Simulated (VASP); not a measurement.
# TiO2 (Rutile): what moves the LDA gap besides the functional

Aim: test what besides the functional moves the gap of TiO2 (Rutile). The starting structure is a measured crystal structure from the Crystallography Open Database. Cell and atoms stay as given unless a step says otherwise.

Calculated with VASP 6.6.1; Kohn-Sham DFT with plane waves and PAW; LDA.

**1. The structure**

It takes space group P4_2/mnm (No. 136, tetragonal). Conventional cell: a = 4.592 Å, b = 4.592 Å, c = 2.957 Å, α = 90.00°, β = 90.00°, γ = 90.00°. Nearest to Ti lie 6 O at 1.95 to 1.98 Å. Nearest to O lie 3 Ti at 1.95 to 1.98 Å. Farther neighbours and most contacts between anions are not listed.

**2. Reference bands**

INCAR

```
SYSTEM = TiO2
PREC = Accurate
ENCUT = 460
EDIFF = 1E-06
NELM = 100
ISMEAR = 0
SIGMA = 0.03
LREAL = .FALSE.
ALGO = Normal
GGA = CA
NBANDS = 40
LORBIT = 11
LWAVE = .FALSE.
LCHARG = .FALSE.
KPAR = 8
LASPH = .TRUE.
```

POSCAR

```
TiO2
1.0
    4.5922000000      0.0000000000      0.0000000000
    0.0000000000      4.5922000000      0.0000000000
    0.0000000000      0.0000000000      2.9574000000
Ti O
2 4
Direct
    0.5000000000      0.5000000000      0.5000000000
    0.0000000000      0.0000000000      0.0000000000
    0.8049600000      0.1950400000      0.5000000000
    0.6950400000      0.6950400000      0.0000000000
    0.1950400000      0.8049600000      0.5000000000
    0.3049600000      0.3049600000      0.0000000000
```

KPOINTS

```
Automatic mesh
0
Gamma
6 6 8
0 0 0
```

KPOINTS_OPT

```
Line mode
8
Line-mode
Reciprocal
  0.00000000   0.00000000   0.00000000 GAMMA
  0.00000000   0.50000000   0.00000000 X

  0.00000000   0.50000000   0.00000000 X
  0.50000000   0.50000000   0.00000000 M

  0.50000000   0.50000000   0.00000000 M
  0.00000000   0.00000000   0.00000000 GAMMA

  0.00000000   0.00000000   0.00000000 GAMMA
  0.00000000   0.00000000   0.50000000 Z

  0.00000000   0.00000000   0.50000000 Z
  0.00000000   0.50000000   0.50000000 R

  0.00000000   0.50000000   0.50000000 R
  0.50000000   0.50000000   0.50000000 A

  0.50000000   0.50000000   0.50000000 A
  0.00000000   0.00000000   0.50000000 Z

  0.00000000   0.50000000   0.00000000 X
  0.00000000   0.50000000   0.50000000 R

  0.50000000   0.50000000   0.00000000 M
  0.50000000   0.50000000   0.50000000 A
```

Potentials, in the order of the species: Ti_sv and O (LDA family, release 64).

The run is started by

```
$ mpirun -np 8 vasp_std
```

What it wrote:

```text
[banner, memory and clock lines left out]
running    8 mpi-ranks, on    1 nodes
 distrk:  each k-point on    1 cores,    8 groups
 distr:  one band on    1 cores,    1 groups

 POSCAR found type information on POSCAR TiO
 POSCAR found :  2 types and       6 ions
|                                                                             |
|           W    W    AA    RRRRR   N    N  II  N    N   GGGG   !!!           |
|           W    W   A  A   R    R  NN   N  II  NN   N  G    G  !!!           |
|           W    W  A    A  R    R  N N  N  II  N N  N  G       !!!           |
|           W WW W  AAAAAA  RRRRR   N  N N  II  N  N N  G  GGG   !            |
|           WW  WW  A    A  R   R   N   NN  II  N   NN  G    G                |
|           W    W  A    A  R    R  N    N  II  N    N   GGGG   !!!           |
|                                                                             |
|     For optimal performance we recommend to set                             |
|       NCORE = 2 up to number-of-cores-per-socket                            |
|     NCORE specifies how many cores store one orbital (NPAR=cpu/NCORE).      |
|     This setting can greatly improve the performance of VASP for DFT.       |
|     The default, NCORE=1 might be grossly inefficient on modern             |
|     multi-core architectures or massively parallel machines. Do your        |
|     Unfortunately you need to use the default for GW and RPA                |
|     calculations (for HF NCORE is supported but not extensively tested      |
|     yet).                                                                   |
|                                                                             |

 LDA part: xc-table for (Slater(with rela. corr.)+CA(PZ))
 , standard interpolation
 POSCAR, INCAR and KPOINTS ok, starting setup
 FFT: planning ... GRIDC
 FFT: planning ... GRID_SOFT
 FFT: planning ... GRID
 WAVECAR not read
 entering main loop
       N       E                     dE             d eps       ncg     rms          rms(c)
DAV:   1     0.577150700371E+03    0.57715E+03   -0.21420E+04  4008   0.130E+03
DAV:   2    -0.111206337155E+01   -0.57826E+03   -0.52551E+03  4216   0.419E+02
DAV:   3    -0.717124939608E+02   -0.70600E+02   -0.69339E+02  5304   0.148E+02
DAV:   4    -0.756728741889E+02   -0.39604E+01   -0.39438E+01  5728   0.301E+01
DAV:   5    -0.757871565205E+02   -0.11428E+00   -0.11428E+00  4960   0.398E+00    0.309E+01
DAV:   6    -0.598125749871E+02    0.15975E+02   -0.37941E+01  5240   0.719E+01    0.121E+01
DAV:   7    -0.591502228393E+02    0.66235E+00   -0.74143E+00  4664   0.277E+01    0.952E+00
DAV:   8    -0.589477285843E+02    0.20249E+00   -0.45150E-01  4864   0.505E+00    0.678E+00
DAV:   9    -0.589311636018E+02    0.16565E-01   -0.52863E-01  5648   0.104E+01    0.377E+00
DAV:  10    -0.587991411752E+02    0.13202E+00   -0.18037E-01  5096   0.409E+00    0.196E+00
DAV:  11    -0.587568375880E+02    0.42304E-01   -0.57687E-02  5280   0.338E+00    0.648E-01
DAV:  12    -0.587556132570E+02    0.12243E-02   -0.84730E-03  4592   0.692E-01    0.458E-01
DAV:  13    -0.587546299022E+02    0.98335E-03   -0.17171E-03  4512   0.226E-01    0.148E-01
DAV:  14    -0.587544277652E+02    0.20214E-03   -0.49553E-04  4960   0.108E-01    0.561E-02
DAV:  15    -0.587544176090E+02    0.10156E-04   -0.32838E-05  4776   0.371E-02    0.432E-02
DAV:  16    -0.587543866106E+02    0.30998E-04   -0.37793E-05  6152   0.748E-02    0.591E-03
DAV:  17    -0.587543870505E+02   -0.43985E-06   -0.44300E-06  4184   0.127E-02
   1 F= -.58754387E+02 E0= -.58754387E+02  d E =-.400329E-37
 Start KPOINTS_OPT (optional k-point list driver)
k-point batch [1-50\72]
       N       E                     dE             ncg
DAV:   1     0.188978279804E+03   -0.55257E+05     4000
DAV:   2    -0.266362570351E+05   -0.26825E+05     4200
DAV:   3    -0.298770046851E+05   -0.32407E+04     5280
DAV:   4    -0.300857891292E+05   -0.20878E+03     5736
DAV:   5    -0.300918475593E+05   -0.60584E+01     4656
DAV:   6    -0.300919665677E+05   -0.11901E+00     5216
DAV:   7    -0.300919700422E+05   -0.34745E-02     4800
DAV:   8    -0.300919701545E+05   -0.11227E-03     4192
DAV:   9    -0.300919701605E+05   -0.60107E-05     2872
DAV:  10    -0.300919701610E+05   -0.46001E-06     2784
k-point batch [51-72\72]
       N       E                     dE             ncg
DAV:   1     0.398736877725E+05   -0.33000E+05     1760
DAV:   2     0.280494596440E+05   -0.11824E+05     1856
DAV:   3     0.265990494696E+05   -0.14504E+04     2288
DAV:   4     0.265035486826E+05   -0.95501E+02     2560
DAV:   5     0.265006977358E+05   -0.28509E+01     2080
DAV:   6     0.265006543394E+05   -0.43396E-01     2352
DAV:   7     0.265006537534E+05   -0.58599E-03     2080
DAV:   8     0.265006537422E+05   -0.11208E-04     1848
DAV:   9     0.265006537418E+05   -0.36517E-06     1184
```

Elapsed: 50 s, on 8 MPI ranks of AMD EPYC 7R43, shared host; peak memory 1.8 GiB; 6.6 min of CPU time.

The logs omit lines about the potential files and the build; timing stands in the text.

From OUTCAR (step 2):

```text
ion  position               nearest neighbor table
   1  0.500  0.500  0.500-   4 1.95   6 1.95   4 1.95   6 1.95   5 1.98   3 1.98
   2  0.000  0.000  0.000-   3 1.95   5 1.95   3 1.95   5 1.95   4 1.98   6 1.98
   3  0.805  0.195  0.500-   2 1.95   2 1.95   1 1.98
   4  0.695  0.695  0.000-   1 1.95   1 1.95   2 1.98
   5  0.195  0.805  0.500-   2 1.95   2 1.95   1 1.98
   6  0.305  0.305  0.000-   1 1.95   1 1.95   2 1.98

  LATTYP: Found a simple tetragonal cell.
 ALAT       =     4.5922000000
 C/A-ratio  =     0.6440050520

 Subroutine GETGRP returns: Found 16 space group operations
 (whereof  8 operations were pure point group operations)

The static configuration has the point symmetry D_2h.
 The point group associated with its full space group is D_4h.

 Found     50 irreducible k-points:

   k-points           NKPTS =     50   k-points in BZ     NKDIM =     50   number of bands    NBANDS=     40

   dimension x,y,z NGX =    32 NGY =   32 NGZ =   24
   dimension x,y,z NGXF=    64 NGYF=   64 NGZF=   48

   ENCUT  =  460.0 eV  33.81 Ry    5.81 a.u.   8.03  8.03  5.17*2*pi/ulx,y,z

   NELECT =      48.0000    total number of electrons

 k-points in reciprocal lattice and weights: Automatic mesh
   0.00000000  0.00000000  0.00000000       0.003
   0.16666667  0.00000000  0.00000000       0.014
   0.33333333  0.00000000  0.00000000       0.014
   0.50000000  0.00000000  0.00000000       0.007
   0.16666667  0.16666667  0.00000000       0.014
   0.33333333  0.16666667  0.00000000       0.028
   0.50000000  0.16666667  0.00000000       0.014
   0.33333333  0.33333333  0.00000000       0.014
   0.50000000  0.33333333  0.00000000       0.014
[...]
0.50000000  0.33333333  0.50000000       0.014
   0.50000000  0.50000000  0.50000000       0.003

 average (electrostatic) potential at core
       1 -76.3439       2 -76.3439       3 -70.4829       4 -70.4829       5 -70.4829
       6 -70.4829

 E-fermi :   4.8254

 k-point     1 :       0.0000    0.0000    0.0000
  band No.  band energies     occupation
    ...
     20       2.5631      2.00000
     21       3.8596      2.00000
     22       4.1114      2.00000
     23       4.1114      2.00000
     24       4.5632      2.00000
     25       6.3483      0.00000
     26       6.6420      0.00000
     27       6.8982      0.00000
     28       6.9879      0.00000
     29       6.9879      0.00000
    ...

 k-point     2 :       0.1667    0.0000    0.0000
  band No.  band energies     occupation
    ...
     20       2.5762      2.00000
     21       3.6083      2.00000
     22       3.6771      2.00000
     23       3.8859      2.00000
     24       4.4624      2.00000
     25       6.5039      0.00000
     26       6.8365      0.00000
     27       7.0999      0.00000
     28       7.1044      0.00000
     29       7.1459      0.00000
    ...

 k-point     3 :       0.3333    0.0000    0.0000
  band No.  band energies     occupation
    ...
     20       2.5305      2.00000
     21       2.6623      2.00000
     22       3.2809      2.00000
     23       3.6608      2.00000
     24       4.1552      2.00000
     25       6.8040      0.00000
     26       7.0558      0.00000
     27       7.3502      0.00000
     28       7.4270      0.00000
     29       7.5585      0.00000
    ...

  Total       -2.6893256     -2.6893256     -3.7404388     -0.0000000      0.0000000      0.0000000
  in kB      -69.0879496    -69.0879496    -96.0907275     -0.0000000      0.0000000      0.0000000
  external PRESSURE =     -78.0888756 kB  Pullay stress =       0.0000000 kB

  energy-cutoff  :      460.00
  volume of cell :       62.37
      direct lattice vectors                 reciprocal lattice vectors
     4.592200000  0.000000000  0.000000000     0.217760550  0.000000000  0.000000000
     0.000000000  4.592200000  0.000000000     0.000000000  0.217760550  0.000000000
     0.000000000  0.000000000  2.957400000     0.000000000  0.000000000  0.338134848

 POSITION                                       TOTAL-FORCE (eV/Angst)
 -----------------------------------------------------------------------------------
      2.29610      2.29610      1.47870        -0.000000     -0.000000      0.000000
      0.00000      0.00000      0.00000        -0.000000     -0.000000      0.000000
      3.69654      0.89566      1.47870        -0.002642      0.002642      0.000000
      3.19176      3.19176      0.00000         0.002642      0.002642      0.000000
      0.89566      3.69654      1.47870         0.002642     -0.002642     -0.000000
      1.40044      1.40044      0.00000        -0.002642     -0.002642     -0.000000
 -----------------------------------------------------------------------------------
    total drift:                                0.000000     -0.000000     -0.000000

  FREE ENERGIE OF THE ION-ELECTRON SYSTEM (eV)
  ---------------------------------------------------
  free  energy   TOTEN  =       -58.7543870505 eV

  energy  without entropy=      -58.7543870505  energy(sigma->0) =      -58.75438705

 total charge
# of ion       s       p       d       tot
------------------------------------------
    1        2.225   6.308   1.743  10.277
    2        2.225   6.308   1.743  10.277
    3        1.568   3.480   0.000   5.048
    4        1.568   3.480   0.000   5.048
    5        1.568   3.480   0.000   5.048
    6        1.568   3.480   0.000   5.048
--------------------------------------------------
tot         10.724  26.534   3.487  40.745

[... 3 further parts left out ...]
```

At this level the cell is under a tension of 7.8 GPa, so at these settings it is away from equilibrium.

The reference gap is 1.785 eV.

**3. Bands with cell and atoms relaxed by LDA**

Against step 2 the input has another starting structure. The cell comes from a relaxation at this level, not shown (60.63 Å³).

INCAR is that of step 2.

POSCAR

```
TiO2
1.0
    4.5545204032      0.0000000000      0.0000000000
    0.0000000000      4.5545204032      0.0000000000
    0.0000000000      0.0000000000      2.9227364706
Ti O
2 4
Direct
    0.5000000000      0.5000000000      0.5000000000
    0.0000000000      0.0000000000      0.0000000000
    0.8038831043      0.1961168957      0.5000000000
    0.6961168957      0.6961168957      0.0000000000
    0.1961168957      0.8038831043      0.5000000000
    0.3038831043      0.3038831043      0.0000000000
```

KPOINTS is that of step 2.

KPOINTS_OPT is that of step 2.

The run is started by

```
$ mpirun -np 8 vasp_std
```

What it wrote:

```text
[banner, memory and clock lines left out]
running    8 mpi-ranks, on    1 nodes
[...]
[... a notice as in an earlier step ...]

 LDA part: xc-table for (Slater(with rela. corr.)+CA(PZ))
 , standard interpolation
 POSCAR, INCAR and KPOINTS ok, starting setup
[...]
entering main loop
       N       E                     dE             d eps       ncg     rms          rms(c)
DAV:   1     0.581552988078E+03    0.58155E+03   -0.21262E+04  4008   0.131E+03
DAV:   2     0.113414884767E+01   -0.58042E+03   -0.52782E+03  4096   0.420E+02
DAV:   3    -0.711766361042E+02   -0.72311E+02   -0.70951E+02  5224   0.149E+02
DAV:   4    -0.754448188401E+02   -0.42682E+01   -0.42494E+01  5776   0.310E+01
[...]
DAV:  15    -0.587905749410E+02   -0.10976E-05   -0.43408E-05  4640   0.357E-02    0.343E-02
DAV:  16    -0.587905654260E+02    0.95150E-05   -0.87405E-06  5504   0.358E-02    0.914E-03
DAV:  17    -0.587905651092E+02    0.31675E-06   -0.16381E-06  3856   0.114E-02
   1 F= -.58790565E+02 E0= -.58790565E+02  d E =-.178009E-16
 Start KPOINTS_OPT (optional k-point list driver)
k-point batch [1-50\72]
       N       E                     dE             ncg
DAV:   1     0.110748649463E+04   -0.55779E+05     4008
DAV:   2    -0.259162841010E+05   -0.27024E+05     4184
DAV:   3    -0.292027041096E+05   -0.32864E+04     5256
DAV:   4    -0.294180807241E+05   -0.21538E+03     5768
[...]
DAV:   8    -0.294240935924E+05   -0.61875E-04     4232
DAV:   9    -0.294240935945E+05   -0.21447E-05     2832
DAV:  10    -0.294240935947E+05   -0.20914E-06     2760
k-point batch [51-72\72]
       N       E                     dE             ncg
DAV:   1     0.415939184624E+05   -0.33655E+05     1768
DAV:   2     0.297544968164E+05   -0.11839E+05     1848
DAV:   3     0.283406700028E+05   -0.14138E+04     2376
DAV:   4     0.282505770463E+05   -0.90093E+02     2536
DAV:   5     0.282482921604E+05   -0.22849E+01     2112
DAV:   6     0.282482682438E+05   -0.23917E-01     2360
DAV:   7     0.282482678344E+05   -0.40942E-03     2112
DAV:   8     0.282482678270E+05   -0.73752E-05     1728
DAV:   9     0.282482678268E+05   -0.23936E-06     1312
```

The job ended after 27 s (8 MPI ranks; peak memory 1.8 GiB; 3.4 min of CPU time).

From OUTCAR (step 3):

```text
  Total       -0.3986730     -0.3986730     -0.4019460     -0.0000000      0.0000000      0.0000000
  in kB      -10.5354345    -10.5354345    -10.6219281     -0.0000000      0.0000000      0.0000000
  external PRESSURE =     -10.5642657 kB  Pullay stress =       0.0000000 kB

 POSITION                                       TOTAL-FORCE (eV/Angst)
 -----------------------------------------------------------------------------------
      2.27726      2.27726      1.46137         0.000000      0.000000      0.000000
      0.00000      0.00000      0.00000         0.000000      0.000000      0.000000
      3.66130      0.89322      1.46137        -0.001490      0.001490      0.000000
      3.17048      3.17048      0.00000         0.001490      0.001490      0.000000
      0.89322      3.66130      1.46137         0.001490     -0.001490      0.000000
      1.38404      1.38404      0.00000        -0.001490     -0.001490     -0.000000
 -----------------------------------------------------------------------------------
    total drift:                               -0.000000     -0.000000     -0.000000

  FREE ENERGIE OF THE ION-ELECTRON SYSTEM (eV)
  ---------------------------------------------------
  free  energy   TOTEN  =       -58.7905651092 eV

  energy  without entropy=      -58.7905651092  energy(sigma->0) =      -58.79056511

[... 1 part as in an earlier step ...]

[... 2 further parts left out ...]
[key lines of the parts left out:]
E-fermi :   5.0322
```

With cell and atoms relaxed by LDA the gap is 1.814 eV, +0.029 eV from the reference.

**4. Bands with no band path**

Against step 2 the input has no band path (also changed: NBANDS).

INCAR: that of step 3 with these lines changed.

```diff
@@ -10,3 +10,3 @@
 GGA = CA
-NBANDS = 40
+NBANDS = 30
 LORBIT = 11
```

POSCAR

```
TiO2
1.0
    4.5922000000      0.0000000000      0.0000000000
    0.0000000000      4.5922000000      0.0000000000
    0.0000000000      0.0000000000      2.9574000000
Ti O
2 4
Direct
    0.5000000000      0.5000000000      0.5000000000
    0.0000000000      0.0000000000      0.0000000000
    0.8049600000      0.1950400000      0.5000000000
    0.6950400000      0.6950400000      0.0000000000
    0.1950400000      0.8049600000      0.5000000000
    0.3049600000      0.3049600000      0.0000000000
```

KPOINTS is that of step 3.

The run is started by

```
$ mpirun -np 8 vasp_std
```

What it wrote:

```text
[... set-up lines as in an earlier step ...]
 entering main loop
       N       E                     dE             d eps       ncg     rms          rms(c)
DAV:   1     0.623412530840E+03    0.62341E+03   -0.22949E+04  3000   0.173E+03
DAV:   2     0.226696963217E+02   -0.60074E+03   -0.57154E+03  3316   0.526E+02
DAV:   3    -0.713963469243E+02   -0.94066E+02   -0.92576E+02  4444   0.194E+02
DAV:   4    -0.756282489616E+02   -0.42319E+01   -0.42271E+01  4136   0.407E+01
[...]
DAV:  13    -0.587543872648E+02    0.15796E-03   -0.52091E-04  3644   0.245E-01    0.223E-02
DAV:  14    -0.587543867927E+02    0.47203E-06   -0.43601E-05  3876   0.556E-02    0.948E-03
DAV:  15    -0.587543871164E+02   -0.32361E-06   -0.55024E-06  3186   0.248E-02
   1 F= -.58754387E+02 E0= -.58754387E+02  d E =-.337379E-38
```

Wall time 14 s (8 MPI ranks); peak memory 1.3 GiB.

Parts of OUTCAR (step 4):

```text
  Total       -2.6811976     -2.6811976     -3.7327127     -0.0000000      0.0000000      0.0000000
  in kB      -68.8791452    -68.8791452    -95.8922460     -0.0000000      0.0000000      0.0000000
  external PRESSURE =     -77.8835121 kB  Pullay stress =       0.0000000 kB

 POSITION                                       TOTAL-FORCE (eV/Angst)
 -----------------------------------------------------------------------------------
      2.29610      2.29610      1.47870         0.000000      0.000000      0.000000
      0.00000      0.00000      0.00000         0.000000      0.000000      0.000000
      3.69654      0.89566      1.47870        -0.002724      0.002724      0.000000
      3.19176      3.19176      0.00000         0.002724      0.002724      0.000000
      0.89566      3.69654      1.47870         0.002724     -0.002724     -0.000000
      1.40044      1.40044      0.00000        -0.002724     -0.002724     -0.000000
 -----------------------------------------------------------------------------------
    total drift:                                0.000000     -0.000000     -0.000000

  FREE ENERGIE OF THE ION-ELECTRON SYSTEM (eV)
  ---------------------------------------------------
  free  energy   TOTEN  =       -58.7543871164 eV

  energy  without entropy=      -58.7543871164  energy(sigma->0) =      -58.75438712

[... 1 part as in an earlier step ...]

[... 2 further parts left out ...]
[key lines of the parts left out:]
E-fermi :   4.8296
```

With no band path the gap is 1.785 eV, +0.000 eV from the reference, read on the mesh alone.

(Continued in part 2 of 2.)

[Lines on the potential files, build, host, timing and source positions are cut from VASP's logs without a mark.]

[Logs are printed without paths, hosts, clocks, repeated set-up lines and the standing remarks that a program may print on its own settings, such as how far it seeks lower states.]

[Hosts, paths, dates, database ids (printed as entryN), source tags and the programs' standing remarks are cut or masked in the printed files.]
